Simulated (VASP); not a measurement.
OSZICAR of a VASP run on GaN (wurtzite):

**OSZICAR**
```
       N       E                     dE             d eps       ncg     rms          rms(c)
DAV:   1     0.280520884708E+03    0.28052E+03   -0.18606E+04  1374   0.306E+03
DAV:   2     0.719977428611E+01   -0.27332E+03   -0.26505E+03  1480   0.534E+02
DAV:   3    -0.268638412655E+02   -0.34064E+02   -0.33801E+02  1530   0.156E+02
DAV:   4    -0.282734149674E+02   -0.14096E+01   -0.14051E+01  1832   0.331E+01
DAV:   5    -0.282960586259E+02   -0.22644E-01   -0.22632E-01  1506   0.382E+00    0.109E+01
DAV:   6    -0.242187502048E+02    0.40773E+01   -0.15377E+01  2382   0.572E+01    0.312E+00
DAV:   7    -0.243420445275E+02   -0.12329E+00   -0.17220E+00  1416   0.111E+01    0.270E+00
DAV:   8    -0.243410890902E+02    0.95544E-03   -0.27941E-01  2178   0.815E+00    0.852E-01
DAV:   9    -0.243189669260E+02    0.22122E-01   -0.11192E-01  2382   0.565E+00    0.338E-01
DAV:  10    -0.243199256986E+02   -0.95877E-03   -0.57494E-03  1478   0.821E-01    0.134E-01
DAV:  11    -0.243198616263E+02    0.64072E-04   -0.14371E-03  2022   0.713E-01    0.276E-02
DAV:  12    -0.243198768129E+02   -0.15187E-04   -0.18302E-04  1466   0.101E-01    0.151E-02
DAV:  13    -0.243198758280E+02    0.98488E-06   -0.30392E-05  1878   0.122E-01    0.601E-03
DAV:  14    -0.243198763748E+02   -0.54680E-06   -0.44814E-06  1952   0.297E-02    0.731E-04
DAV:  15    -0.243198762929E+02    0.81859E-07   -0.34352E-07  1364   0.821E-03
   1 F= -.25004997E+02 E0= -.25004997E+02  d E =-.250050E+02
       N       E                     dE             d eps       ncg     rms          rms(c)
DAV:   1    -0.243198357373E+02    0.40637E-04   -0.64269E-03  1328   0.622E-01    0.176E-02
DAV:   2    -0.243198514266E+02   -0.15689E-04   -0.19542E-04  1532   0.137E-01    0.971E-03
DAV:   3    -0.243198506124E+02    0.81416E-06   -0.90648E-06  1840   0.273E-02    0.443E-03
DAV:   4    -0.243198503218E+02    0.29061E-06   -0.93264E-07  1600   0.101E-02    0.736E-04
DAV:   5    -0.243198503452E+02   -0.23374E-07   -0.14797E-07   960   0.458E-03
   2 F= -.25005018E+02 E0= -.25005018E+02  d E =-.211025E-04
```

Problem. Which electronic solver shows in the log?

Solution. It is blocked Davidson (ALGO = Normal, or the opening steps of other solvers). The INCAR had ALGO = Normal.

Problem. Can the final energy be trusted as converged?

Solution. The calculation finished and met its thresholds. It stopped with EDIFF = 1E-7, NELM = 100, NSW = 30 and EDIFFG = -0.01 after 2 ionic steps (PBE GGA with D3 dispersion (zero damping), plane waves, VASP's PBE PAW potentials (set 64)).

The compound is GaN in the wurtzite structure. This run relaxes it. Symmetry was kept, so distortions that lower it aren't found.
